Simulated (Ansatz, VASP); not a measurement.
**CdSe: VASP beside Ansatz**

Aim: how closely do two programs agree when they are given the same cell, functional and k mesh? The cell is taken from a series of runs on this material, whose earlier steps may have relaxed, scaled, displaced or heated it; both programs get it as it stands.

Program: Ansatz 0.2.0. Level of theory: plane waves, with VASP 6.6.1 beside it; zone-centre phonons at LDA. Results are calculated unless marked as measured.

## (1) The starting structure

Symmetry: F-43m, No. 216, cubic system. Conventional cell: a = 6.008 Å, b = 6.008 Å, c = 6.008 Å, α = 90.00°, β = 90.00°, γ = 90.00°. Nearest to Cd lie 4 Se at 2.60 Å. Nearest to Se lie 4 Cd at 2.60 Å. Farther neighbours and most contacts between anions are not listed.

Coordinates:

```cif
data_structure
_symmetry_space_group_name_H-M 'P 1'
_symmetry_Int_Tables_number 1
_cell_length_a 4.2482
_cell_length_b 4.2482
_cell_length_c 4.2482
_cell_angle_alpha 60.000
_cell_angle_beta 60.000
_cell_angle_gamma 60.000
_cell_volume 54.21
loop_
_atom_site_label
_atom_site_type_symbol
_atom_site_fract_x
_atom_site_fract_y
_atom_site_fract_z
_atom_site_occupancy
Cd1 Cd 0.00000 0.00000 0.00000 1
Se2 Se 0.25000 0.25000 0.25000 1
```

## (2) VASP: zone-centre phonons, LDA

Second derivatives magnify differences that forces hide, and they need a tight electronic threshold.

Lines of VASP's logs that name or quote its potential files are left out, and so is its time.

Contents of INCAR:

```
SYSTEM = CdSe
PREC = Accurate
ENCUT = 500
EDIFF = 1E-08
NELM = 120
ISMEAR = 0
SIGMA = 0.01
LREAL = .FALSE.
ALGO = Normal
GGA = CA
NBANDS = 15
LORBIT = 11
LWAVE = .FALSE.
LCHARG = .FALSE.
ISIF = 2
IBRION = 8
LEPSILON = .TRUE.
LASPH = .TRUE.
GGA_COMPAT = .FALSE.
EFERMI = MIDGAP
KPAR = 2
```

Contents of POSCAR:

```
CdSe
1.0
    0.0000000000      3.0039009123      3.0039009123
    3.0039009123      0.0000000000      3.0039009123
    3.0039009123      3.0039009123      0.0000000000
Cd Se
1 1
Direct
    0.0000000000      0.0000000000      0.0000000000
    0.2500000000      0.2500000000      0.2500000000
```

Contents of KPOINTS:

```
Automatic mesh
0
Gamma
10 10 10
0 0 0
```

The projector-augmented-wave data sets are Cd and Se (LDA family, release 64).

Started as:

```console
> mpirun -np 2 vasp_std
```

Numbers of over 12 decimals in the logs are rounded to 6 here.

The log of the run:

```text
[banner, memory and clock lines left out]
running    2 mpi-ranks, on    1 nodes
 distrk:  each k-point on    1 cores,    2 groups
 distr:  one band on    1 cores,    1 groups

 POSCAR found type information on POSCAR CdSe
 POSCAR found :  2 types and       2 ions
 LDA part: xc-table for (Slater(with rela. corr.)+CA(PZ))
 , standard interpolation
 POSCAR, INCAR and KPOINTS ok, starting setup
 FFT: planning ... GRIDC
 FFT: planning ... GRID_SOFT
 FFT: planning ... GRID
 WAVECAR not read
 entering main loop
       N       E                     dE             d eps       ncg     rms          rms(c)
DAV:   1     0.108372932588E+03    0.10837E+03   -0.86185E+03  1410   0.104E+03
DAV:   2    -0.287201116303E+01   -0.11124E+03   -0.10479E+03  1655   0.262E+02
DAV:   3    -0.711378600161E+01   -0.42418E+01   -0.42335E+01  1669   0.535E+01
DAV:   4    -0.713274004500E+01   -0.18954E-01   -0.18952E-01  1788   0.356E+00
DAV:   5    -0.713285779086E+01   -0.11775E-03   -0.11775E-03  1739   0.240E-01    0.675E+00
DAV:   6    -0.679288304625E+01    0.33997E+00   -0.53735E-01  2034   0.993E+00    0.522E+00
DAV:   7    -0.676554089596E+01    0.27342E-01   -0.12988E-01  1627   0.264E+00    0.218E+00
DAV:   8    -0.676258890346E+01    0.29520E-02   -0.13759E-02  1641   0.157E+00    0.218E-01
DAV:   9    -0.676228770101E+01    0.30120E-03   -0.15455E-03  1718   0.582E-01    0.440E-02
DAV:  10    -0.676226971734E+01    0.17984E-04   -0.13874E-04  1676   0.172E-01    0.331E-02
DAV:  11    -0.676227427760E+01   -0.45603E-05   -0.17936E-05  1578   0.382E-02    0.123E-02
DAV:  12    -0.676227381023E+01    0.46737E-06   -0.19275E-06  1795   0.210E-02    0.470E-03
DAV:  13    -0.676227385967E+01   -0.49436E-07   -0.22746E-07  1550   0.308E-03    0.204E-03
DAV:  14    -0.676227384840E+01    0.11266E-07   -0.15869E-08  1312   0.125E-03    0.878E-04
DAV:  15    -0.676227384782E+01    0.58412E-09   -0.79578E-09   845   0.484E-04
   1 F= -.67622738E+01 E0= -.67622738E+01  d E =0.000000E+00
 Linear response reoptimize wavefunctions to high precision
DAV:   1    -0.676227384777E+01    0.51159E-10   -0.34601E-10  1041   0.139E-04
 Linear response G [H, r] |phi>, progress :
  Direction:   1
       N       E                     dE             d eps       ncg     rms
RMM:   1    -0.834188781843E+02   -0.83419E+02    0.73116E+01  2636   0.695E+01
RMM:   2    -0.830080712234E+02    0.41081E+00   -0.62347E+00  2283   0.163E+01
RMM:   3    -0.830429435149E+02   -0.34872E-01   -0.83196E-02  2408   0.153E+00
RMM:   4    -0.830434932243E+02   -0.54971E-03   -0.26760E-03  2516   0.153E-01
RMM:   5    -0.830433507532E+02    0.14247E-03   -0.22811E-04  2533   0.207E-02
RMM:   6    -0.830433328558E+02    0.17897E-04   -0.26123E-05  2569   0.302E-03
RMM:   7    -0.830433307496E+02    0.21062E-05   -0.35069E-06  2001   0.648E-04
RMM:   8    -0.830433304258E+02    0.32372E-06   -0.15625E-06  1736   0.326E-04
RMM:   9    -0.830433304217E+02    0.41544E-08    0.92416E-06  1544   0.283E-04
RMM:  10    -0.830433304267E+02   -0.49934E-08    0.70866E-06  1449   0.280E-04
RMM:  11    -0.830433304331E+02   -0.64646E-08    0.45639E-06  1411   0.279E-04
RMM:  12    -0.830433304350E+02   -0.18300E-08   -0.64605E-07  1324   0.279E-04
 Linear response G [H, r] |phi>, progress :
  Direction:   2
       N       E                     dE             d eps       ncg     rms
RMM:   1    -0.851655719890E+02   -0.85166E+02    0.37631E+01  2704   0.684E+01
RMM:   2    -0.851608649966E+02    0.47070E-02   -0.58791E+00  2244   0.160E+01
RMM:   3    -0.851994709503E+02   -0.38606E-01   -0.77710E-02  2381   0.156E+00
RMM:   4    -0.851999902482E+02   -0.51930E-03   -0.26014E-03  2511   0.157E-01
RMM:   5    -0.851998580789E+02    0.13217E-03   -0.21607E-04  2517   0.218E-02
RMM:   6    -0.851998408746E+02    0.17204E-04   -0.18849E-05  2565   0.315E-03
RMM:   7    -0.851998388434E+02    0.20312E-05    0.69342E-08  1969   0.692E-04
RMM:   8    -0.851998387501E+02    0.93290E-07    0.76429E-06  1722   0.354E-04
RMM:   9    -0.851998387708E+02   -0.20716E-07    0.75171E-06  1506   0.308E-04
RMM:  10    -0.851998387593E+02    0.11533E-07    0.88227E-06  1406   0.304E-04
RMM:  11    -0.851998387848E+02   -0.25569E-07    0.22580E-05  1361   0.304E-04
RMM:  12    -0.851998388085E+02   -0.23714E-07    0.14326E-05  1311   0.304E-04
 Linear response G [H, r] |phi>, progress :
  Direction:   3
       N       E                     dE             d eps       ncg     rms
RMM:   1    -0.722006325632E+02   -0.72201E+02    0.18225E+02  2534   0.717E+01
RMM:   2    -0.729301422381E+02   -0.72951E+00   -0.55883E+00  2286   0.155E+01
RMM:   3    -0.729572710139E+02   -0.27129E-01   -0.74017E-02  2386   0.144E+00
RMM:   4    -0.729579062366E+02   -0.63522E-03   -0.97422E-04  2460   0.150E-01
RMM:   5    -0.729579039949E+02    0.22416E-05   -0.38692E-05  2500   0.208E-02
RMM:   6    -0.729579027711E+02    0.12239E-05   -0.31193E-06  2504   0.314E-03
[...]
RMM:   6    -0.211162109307E+01   -0.10048E-07    0.38648E-07  1408   0.714E-05
RMM:   7    -0.211162109753E+01   -0.44593E-08    0.15960E-06  1151   0.385E-05
RMM:   8    -0.211162109305E+01    0.44765E-08    0.18016E-07  1117   0.380E-05
RMM:   9    -0.211162109140E+01    0.16457E-08    0.76534E-11  1027   0.379E-05
 change of polarisation eV/A/(eV/A) component  1 :     4.223     1.191     0.354
[...]
RMM:   8    -0.195484961664E+01   -0.43552E-04    0.96540E-07  7815   0.205E-03    0.317E-04
RMM:   9    -0.195484968510E+01   -0.68456E-07   -0.19453E-07  8372   0.296E-04    0.228E-04
RMM:  10    -0.195485085451E+01   -0.11694E-05    0.48817E-08  8197   0.303E-04    0.440E-05
RMM:  11    -0.195485061080E+01    0.24372E-06    0.37857E-08  4893   0.594E-05    0.275E-05
RMM:  12    -0.195485024125E+01    0.36955E-06    0.16105E-07  5578   0.829E-05    0.110E-05
RMM:  13    -0.195485025958E+01   -0.18333E-07    0.66499E-09  2379   0.290E-05    0.362E-06
 change of polarisation eV/A/(eV/A) component  1 :     3.780     0.526     0.231
 dielectric tensor                  component  1 :    13.618     1.756     0.771
 Linear response to external field, progress :
  Direction:   2
       N       E                     dE             d eps       ncg     rms          rms(c)
RMM:   1    -0.157061724426E+01   -0.15706E+01   -0.10112E+01 10441   0.313E+00
RMM:   2    -0.196071218773E+01   -0.39009E+00   -0.15632E-02  8259   0.556E-01    0.166E+00
RMM:   3    -0.191898986383E+01    0.41722E-01   -0.26565E-02  8248   0.821E-01    0.911E-01
RMM:   4    -0.194248479499E+01   -0.23495E-01   -0.33723E-02  8342   0.913E-01    0.175E-01
RMM:   5    -0.195325219480E+01   -0.10767E-01   -0.77445E-04  8259   0.146E-01    0.362E-02
RMM:   6    -0.195452811697E+01   -0.12759E-02   -0.23100E-05  8322   0.239E-02    0.122E-02
RMM:   7    -0.195479560601E+01   -0.26749E-03    0.19406E-07  8559   0.716E-03    0.196E-03
RMM:   8    -0.195483893843E+01   -0.43332E-04    0.25574E-06  7820   0.205E-03    0.319E-04
RMM:   9    -0.195483912726E+01   -0.18883E-06    0.53787E-06  8365   0.296E-04    0.228E-04
RMM:  10    -0.195484032041E+01   -0.11932E-05    0.46501E-07  8182   0.300E-04    0.427E-05
RMM:  11    -0.195484008372E+01    0.23670E-06    0.38242E-08  4870   0.587E-05    0.269E-05
RMM:  12    -0.195483972208E+01    0.36163E-06    0.15346E-07  5479   0.804E-05    0.102E-05
RMM:  13    -0.195483973577E+01   -0.13685E-07    0.69619E-09  2392   0.294E-05    0.322E-06
 change of polarisation eV/A/(eV/A) component  2 :     0.499     3.780     0.181
 dielectric tensor                  component  2 :     1.664    13.618     0.605
 Linear response to external field, progress :
  Direction:   3
       N       E                     dE             d eps       ncg     rms          rms(c)
RMM:   1    -0.149950932418E+01   -0.14995E+01   -0.94005E+00 10442   0.314E+00
RMM:   2    -0.196068013680E+01   -0.46117E+00   -0.16376E-02  8254   0.558E-01    0.166E+00
RMM:   3    -0.191899946997E+01    0.41681E-01   -0.26572E-02  8245   0.821E-01    0.911E-01
RMM:   4    -0.194250050588E+01   -0.23501E-01   -0.33742E-02  8341   0.913E-01    0.175E-01
RMM:   5    -0.195327141539E+01   -0.10771E-01   -0.77525E-04  8259   0.146E-01    0.362E-02
RMM:   6    -0.195454277146E+01   -0.12714E-02   -0.23123E-05  8322   0.239E-02    0.122E-02
RMM:   7    -0.195481048866E+01   -0.26772E-03    0.55194E-07  8554   0.716E-03    0.196E-03
RMM:   8    -0.195485413524E+01   -0.43647E-04    0.41739E-06  7824   0.205E-03    0.319E-04
RMM:   9    -0.195485414132E+01   -0.60804E-08    0.24257E-06  8367   0.298E-04    0.228E-04
RMM:  10    -0.195485529816E+01   -0.11568E-05    0.21173E-07  8176   0.299E-04    0.423E-05
RMM:  11    -0.195485503181E+01    0.26635E-06   -0.83779E-08  4861   0.587E-05    0.266E-05
RMM:  12    -0.195485468332E+01    0.34848E-06    0.22056E-08  5470   0.799E-05    0.101E-05
RMM:  13    -0.195485470036E+01   -0.17036E-07    0.69483E-09  2371   0.294E-05    0.316E-06
 change of polarisation eV/A/(eV/A) component  3 :     0.397     0.361     3.780
 dielectric tensor                  component  3 :     1.324     1.204    13.618
 Linear response DOF=           2
 Linear response progress:
  Degree of freedom:   1/  2
       N       E                     dE             d eps       ncg     rms          rms(c)
RMM:   1    -0.432017592823E+00   -0.43202E+00   -0.21787E-01  8480   0.333E+00
RMM:   2    -0.431938935801E+00    0.78657E-04   -0.20730E-03  7700   0.352E-01    0.119E-01
RMM:   3    -0.431572180280E+00    0.36676E-03   -0.30683E-05  8503   0.410E-02    0.700E-02
RMM:   4    -0.431144323815E+00    0.42786E-03   -0.22986E-05  7912   0.331E-02    0.513E-03
RMM:   5    -0.431154607813E+00   -0.10284E-04   -0.70794E-07  8952   0.534E-03    0.214E-03
RMM:   6    -0.431172023804E+00   -0.17416E-04   -0.80787E-08  8607   0.145E-03    0.598E-04
RMM:   7    -0.431175670114E+00   -0.36463E-05   -0.55298E-10  8795   0.526E-04    0.923E-05
RMM:   8    -0.431176134171E+00   -0.46406E-06    0.73706E-10  8886   0.127E-04    0.516E-05
RMM:   9    -0.431175981597E+00    0.15257E-06    0.61477E-10  8996   0.448E-05    0.562E-06
RMM:  10    -0.431175981219E+00    0.37828E-09    0.67053E-10  8299   0.141E-05    0.367E-06
 first order change of Fermi-energy   0.25212E+00
 force on displaced ion       1 direction 1 :  -5.400   0.000   0.000
 Born effective charge ion    1 direction 1 :   2.262   0.000   0.000
 Linear response progress:
  Degree of freedom:   2/  2
       N       E                     dE             d eps       ncg     rms          rms(c)
RMM:   1    -0.837087304404E-01   -0.83709E-01    0.98607E-02 12520   0.141E+00
RMM:   2    -0.840745337495E-01   -0.36580E-03   -0.15533E-03  7926   0.292E-01    0.137E-01
RMM:   3    -0.842077448447E-01   -0.13321E-03   -0.53183E-05  8317   0.470E-02    0.756E-02
RMM:   4    -0.844602009523E-01   -0.25246E-03   -0.37121E-05  8278   0.389E-02    0.821E-03
RMM:   5    -0.844631555083E-01   -0.29546E-05   -0.43686E-07  8476   0.632E-03    0.298E-03
RMM:   6    -0.844578584005E-01    0.52971E-05   -0.25703E-08  8495   0.957E-04    0.148E-03
RMM:   7    -0.844569309761E-01    0.92742E-06   -0.84080E-08  8463   0.573E-04    0.808E-05
RMM:   8    -0.844567635204E-01    0.16746E-06   -0.61684E-09  8606   0.950E-05    0.478E-05
RMM:   9    -0.844566150808E-01    0.14844E-06    0.77696E-10  8502   0.484E-05    0.815E-06
RMM:  10    -0.844566516608E-01   -0.36580E-07   -0.56145E-10  8025   0.125E-05    0.625E-06
RMM:  11    -0.844566736198E-01   -0.21959E-07    0.58556E-10  7939   0.104E-05    0.190E-06
RMM:  12    -0.844566774370E-01   -0.38172E-08    0.11166E-09  4502   0.691E-06    0.478E-07
 first order change of Fermi-energy  -0.25199E+00
 force on displaced ion       2 direction 1 :  -5.445   0.000   0.000
 Born effective charge ion    2 direction 1 :  -2.307   0.000   0.000
 Born effective charges drift removed
 Linear response finished
```

OUTCAR, selected parts (step 2):

```text
ion  position               nearest neighbor table
   1  0.000  0.000  0.000-   2 2.60   2 2.60   2 2.60   2 2.60
   2  0.250  0.250  0.250-   1 2.60   1 2.60   1 2.60   1 2.60

  LATTYP: Found a face centered cubic cell.
 ALAT       =     6.0078018246

 Subroutine GETGRP returns: Found 24 space group operations
 (whereof 24 operations were pure point group operations)

The static configuration has the point symmetry T_d .

 Found     47 irreducible k-points:

   k-points           NKPTS =     47   k-points in BZ     NKDIM =     47   number of bands    NBANDS=     15

   dimension x,y,z NGX =    32 NGY =   32 NGZ =   32
   dimension x,y,z NGXF=    64 NGYF=   64 NGZF=   64

   ENCUT  =  500.0 eV  36.75 Ry    6.06 a.u.   7.75  7.75  7.75*2*pi/ulx,y,z

   NELECT =      18.0000    total number of electrons

 k-points in reciprocal lattice and weights: Automatic mesh
   0.00000000  0.00000000  0.00000000       0.001
   0.10000000  0.00000000  0.00000000       0.008
   0.20000000  0.00000000  0.00000000       0.008
   0.30000000  0.00000000  0.00000000       0.008
   0.40000000  0.00000000  0.00000000       0.008
   0.50000000  0.00000000  0.00000000       0.004
   0.10000000  0.10000000  0.00000000       0.006
   0.20000000  0.10000000  0.00000000       0.024
   0.30000000  0.10000000  0.00000000       0.024
[...]
-0.30000000  0.40000000  0.20000000       0.024
  -0.30000000  0.50000000  0.20000000       0.012

 average (electrostatic) potential at core
       1 -40.5048       2 -62.4917

  Total        0.1638937      0.1638937      0.1638937      0.0000000      0.0000000      0.0000000
  in kB        4.8437984      4.8437984      4.8437984      0.0000000      0.0000000      0.0000000
  external PRESSURE =       4.8437984 kB  Pullay stress =       0.0000000 kB

  energy-cutoff  :      500.00
  volume of cell :       54.21
      direct lattice vectors                 reciprocal lattice vectors
     0.000000000  3.003900912  3.003900912    -0.166450231  0.166450231  0.166450231
     3.003900912  0.000000000  3.003900912     0.166450231 -0.166450231  0.166450231
     3.003900912  3.003900912  0.000000000     0.166450231  0.166450231 -0.166450231

 POSITION                                       TOTAL-FORCE (eV/Angst)
 -----------------------------------------------------------------------------------
      0.00000      0.00000      0.00000        -0.000000     -0.000000     -0.000000
      1.50195      1.50195      1.50195         0.000000      0.000000      0.000000
 -----------------------------------------------------------------------------------
    total drift:                                0.000000      0.000000     -0.000000

 MACROSCOPIC STATIC DIELECTRIC TENSOR (including local field effects in DFT)
 ------------------------------------------------------
          13.618095     0.000000     0.000000
           0.000000    13.618095     0.000000
           0.000000    -0.000000    13.618095
 ------------------------------------------------------

 PIEZOELECTRIC TENSOR (including local field effects)  for field in x, y, z        (C/m^2)
          XX          YY          ZZ          XY          YZ          ZX
  --------------------------------------------------------------------------------
  x    -0.00000    -0.00000     0.00000     0.00000    -0.71413     0.00000
  y    -0.00000     0.00000     0.00000     0.00000    -0.00000    -0.71413
  z    -0.00000    -0.00000     0.00000    -0.71413     0.00000     0.00000

 BORN EFFECTIVE CHARGES (including local field effects) (in |e|, cummulative output)
 ---------------------------------------------------------------------------------
 ion    1
    1     2.28397     0.00000     0.00000
    2    -0.00000     2.28397     0.00000
    3    -0.00000    -0.00000     2.28397
 ion    2
    1    -2.28397     0.00000     0.00000
    2     0.00000    -2.28397    -0.00000
    3     0.00000     0.00000    -2.28397

 Eigenvectors and eigenvalues of the dynamical matrix
 ----------------------------------------------------

   1 f  =    5.347178 THz    33.597307 2PiTHz  178.362644 cm-1    22.114139 meV
             X         Y         Z           dx          dy          dz
      0.000000  0.000000  0.000000     0.000000    0.640786    0.000000
      1.501950  1.501950  1.501950     0.000000   -0.767719    0.000000

   2 f  =    5.347178 THz    33.597307 2PiTHz  178.362644 cm-1    22.114139 meV
             X         Y         Z           dx          dy          dz
      0.000000  0.000000  0.000000    -0.640786    0.000000    0.000000
      1.501950  1.501950  1.501950     0.767719    0.000000    0.000000

   3 f  =    5.347178 THz    33.597307 2PiTHz  178.362644 cm-1    22.114139 meV
             X         Y         Z           dx          dy          dz
      0.000000  0.000000  0.000000     0.000000    0.000000   -0.640786
      1.501950  1.501950  1.501950     0.000000    0.000000    0.767719

   4 f/i=    0.010836 THz     0.068083 2PiTHz    0.361443 cm-1     0.044813 meV
             X         Y         Z           dx          dy          dz
      0.000000  0.000000  0.000000     0.767719    0.000000    0.000000
      1.501950  1.501950  1.501950     0.640786    0.000000    0.000000

   5 f/i=    0.010836 THz     0.068083 2PiTHz    0.361443 cm-1     0.044813 meV
             X         Y         Z           dx          dy          dz
      0.000000  0.000000  0.000000     0.000000   -0.767719    0.000000
      1.501950  1.501950  1.501950     0.000000   -0.640786    0.000000

   6 f/i=    0.010836 THz     0.068083 2PiTHz    0.361443 cm-1     0.044813 meV
             X         Y         Z           dx          dy          dz
      0.000000  0.000000  0.000000     0.000000    0.000000    0.767719
      1.501950  1.501950  1.501950     0.000000    0.000000    0.640786

 MACROSCOPIC STATIC DIELECTRIC TENSOR IONIC CONTRIBUTION
 ------------------------------------------------------
           3.211304    -0.000000    -0.000000
          -0.000000     3.211304     0.000000
          -0.000000    -0.000000     3.211304
 ------------------------------------------------------

 ELASTIC MODULI CONTR FROM IONIC RELAXATION (kBar)
 Direction    XX          YY          ZZ          XY          YZ          ZX
 --------------------------------------------------------------------------------
 XX          -0.0000      0.0000      0.0000     -0.0000      0.0000     -0.0000
 YY           0.0000     -0.0000     -0.0000     -0.0000     -0.0000     -0.0000
 ZZ           0.0000     -0.0000     -0.0000      0.0000     -0.0000     -0.0000
 XY          -0.0000     -0.0000      0.0000   -279.3005      0.0000      0.0000
 YZ           0.0000     -0.0000     -0.0000      0.0000   -279.3005      0.0000
 ZX          -0.0000     -0.0000     -0.0000      0.0000      0.0000   -279.3005
 --------------------------------------------------------------------------------

 PIEZOELECTRIC TENSOR IONIC CONTR  for field in x, y, z        (C/m^2)
          XX          YY          ZZ          XY          YZ          ZX
  --------------------------------------------------------------------------------
  x    -0.00000     0.00000     0.00000     0.00000     0.89115     0.00000
  y     0.00000     0.00000     0.00000     0.00000    -0.00000     0.89115
  z     0.00000     0.00000    -0.00000     0.89115    -0.00000    -0.00000
```

With a direct gap this small, the dielectric response converges slowly with the mesh, so tensor and charges are uncertain; a mesh that holds the point of the least gap tends to give too large a tensor.

(Continued in part 2 of 2.)

[Lines on the potential files, build, host, timing and source positions are cut from VASP's logs without a mark.]

[Logs are printed without paths, hosts, clocks, repeated set-up lines and the standing remarks that a program may print on its own settings, such as how far it seeks lower states.]

[Hosts, paths, dates, database ids (printed as entryN), source tags and the programs' standing remarks are cut or masked in the printed files.]
